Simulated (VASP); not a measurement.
Set up this calculation in VASP 6.6.1, as the native input.

- Task: single point
- Functional: PBE
- Potentials or basis: VASP PAW PBE potentials, release 64 (C, Hg)
- Cutoff: 520 eV
- k mesh: 6 × 6 × 6
- Occupations: gaussian, width 0.05 eV
- Spin: no spin polarisation
- Dipole correction: no
- Further INCAR settings: ALGO = Fast; EDIFF = 1e-06; NBANDS = 21

The structure of Hg2C lies in POSCAR:

```
Hg2C
1.0
    0.0000000000      3.0145217956      3.0145217956
    3.0145217956      0.0000000000      3.0145217956
    3.0145217956      3.0145217956      0.0000000000
C Hg
1 2
Direct
    0.0000000000      0.0000000000      0.0000000000
    0.2500000000      0.2500000000      0.2500000000
    0.7500000000      0.7500000000      0.7500000000
```

The cell comes from a database or a generator and needn't be the stable form of this composition.

The input as run:

INCAR

```
SYSTEM = Hg2C
PREC = Accurate
ENCUT = 520
EDIFF = 1E-6
ISMEAR = 0
SIGMA = 0.05
LREAL = .FALSE.
LASPH = .TRUE.
NELM = 100
ALGO = Fast
ISIF = 2
LWAVE = .FALSE.
LCHARG = .FALSE.
GGA = PE
NBANDS = 21
```

KPOINTS

```
regular mesh
0
G
  6 6 6
  0 0 0
```

Potentials or basis: VASP PAW PBE potentials, release 64 (C, Hg).

The run is started by

```sh
$ cat potpaw_PBE.64/C/POTCAR potpaw_PBE.64/Hg/POTCAR > POTCAR
$ mpirun -np 1 vasp_std > vasp.out
```

Results of the run:

```yaml
Pressure: 2.1 GPa
Band_gap_on_the_k_mesh: none (metal or under the smearing width)
```

It took 18 s on 1 thread of Intel(R) Xeon(R) Platinum 8259CL CPU @ 2.50GHz (Skylake/Cascade Lake), with other jobs on the host, peak memory 0.18 GiB.
